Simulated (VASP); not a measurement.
Here is the system:

```xyz
4
Lattice="3.8649 0.0000 0.0000 0.0000 3.8649 0.0000 0.0000 0.0000 5.4294" Properties=species:S:1:pos:R:3 pbc="T T T"
Al     1.9325     1.9325     2.7147
Ga     0.0000     0.0000     0.0000
P      0.0000     1.9325     1.3564
P      1.9325     0.0000     4.0730
```

Computed with PBEsol GGA, VASP's PBE PAW potentials (set 64) (plane waves; VASP 6.6.1). Settings: 400 eV cut-off, 7×7×5 Γ-centred mesh, tetrahedra with Blöchl corrections, potentials Al Ga_d P.

Tabulate the total density of states (states/eV per cell) against energy (eV; zero at the valence-band maximum or, without a gap, the Fermi level).

(E (eV), DOS (states/eV)): (-9.91, 2.84); (-9.69, 2.89); (-9.36, 2.36); (-9.15, 0.00); (-8.93, 0.00); (-8.60, 0.00); (-8.39, 0.00); (-8.17, 0.00); (-7.84, 0.00); (-7.63, 0.00); (-7.41, 0.00); (-7.08, 0.00); (-6.87, 0.00); (-6.65, 0.00); (-6.32, 0.49); (-6.10, 1.78); (-5.89, 2.49); (-5.67, 2.44); (-5.34, 0.95); (-5.13, 1.62); (-4.91, 1.29); (-4.58, 1.11); (-4.37, 0.89); (-4.15, 0.65); (-3.82, 0.61); (-3.61, 1.34); (-3.39, 2.26); (-3.06, 2.62); (-2.85, 2.02); (-2.63, 2.80); (-2.30, 3.21); (-2.09, 3.54); (-1.87, 3.47); (-1.54, 2.58); (-1.33, 3.16); (-1.11, 2.86); (-0.78, 2.10); (-0.57, 1.11); (-0.35, 0.71); (-0.02, 0.04); (0.19, 0.00); (0.41, 0.00); (0.74, 0.00); (0.95, 0.00); (1.17, 0.00); (1.39, 0.00); (1.71, 0.20); (1.93, 0.42); (2.15, 0.97); (2.47, 1.67); (2.69, 2.29); (2.91, 3.48); (3.24, 2.45); (3.45, 2.88); (3.67, 2.82); (4.00, 1.31); (4.21, 2.06); (4.43, 4.17); (4.76, 3.14); (4.97, 2.18)
Within 2 eV below the valence-band maximum the largest weight inside VASP's projection spheres is P p, then Ga p.

The structure comes from a computed database's AlGaP2 entry (P-4m2); how it stands against other phases isn't given here. It was relaxed first.
